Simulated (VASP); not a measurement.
MgSnO2, 4 atoms in the cell. The structure is orthorhombic, space group Cmmm (No. 65). Conventional cell: a = 5.384 Å, b = 6.034 Å, c = 3.969 Å, α = 90.00°, β = 90.00°, γ = 90.00°. Mg (site symmetry mmm) has 2 O at 1.62 Å as nearest neighbours. Sn (site symmetry mmm) has 4 O at 2.42 Å as nearest neighbours. O (site symmetry m2m) is surrounded by 1 Mg at 1.62 Å. The cell was built by a generator and needn't be a form met in nature.

```yaml
Program: VASP 6.6.1
Task: relaxation of cell and atoms
Functional: PBE
Potentials_or_basis: VASP PAW PBE potentials, release 64 (Mg, Sn_d, O)
Cutoff: 520 eV
k_mesh: 4 × 4 × 4
Occupations: gaussian, width 0.15 eV
Spin: no spin polarisation
Further_INCAR_settings: PREC = Normal; ALGO = Fast; EDIFF = 0.0001; IBRION = 2; EDIFFG = -0.08; NSW = 24; ISIF = 3
```

Potentials or basis: VASP PAW PBE potentials, release 64 (Mg, Sn_d, O).

Command:

```sh
$ cat potpaw_PBE.64/Mg/POTCAR potpaw_PBE.64/Sn_d/POTCAR potpaw_PBE.64/O/POTCAR > POTCAR
$ mpirun -np 1 vasp_std > vasp.out
```

Hardware: 1 thread of Intel(R) Xeon(R) 6975P-C (Granite Rapids), with other jobs on the host.

**Question.** How long does it take, and how much memory?

**Answer.** Wall time 48 s on 1 thread of Intel(R) Xeon(R) 6975P-C (Granite Rapids) (shared host), peak memory 0.16 GiB. Counts: scf iterations 108, k points 21, ion steps 15.
